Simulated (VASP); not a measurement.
Energy against volume of SrCl₂ (fluorite). Level of theory: rev-vdW-DF2, VASP's PBE PAW potentials (set 64) (plane waves; VASP).

```csv
V (Å³/atom),E (eV/atom)
26.420,-2.65712
27.263,-2.66773
28.107,-2.67128
28.950,-2.66886
29.793,-2.66138
```

Task: Fit a third-order Birch-Murnaghan equation of state.

Result: 
```
Item                                              Value
---------------------------------------  --------------
volume per atom                          28.16 Å^3/atom
bulk modulus                                   37.4 GPa
pressure derivative of the bulk modulus            4.58
lattice constant a                              6.965 Å
```

Measured: a 6.974 Å (computed value off by -0.1 %), as given by Kanchana et al., Calculated structural, elastic and electronic properties of SrCl2 (2010). The calculation is for a static lattice, while the measured a holds thermal and zero-point effects, which are part of the difference.

The compound is SrCl2 in the fluorite structure. It was relaxed first.
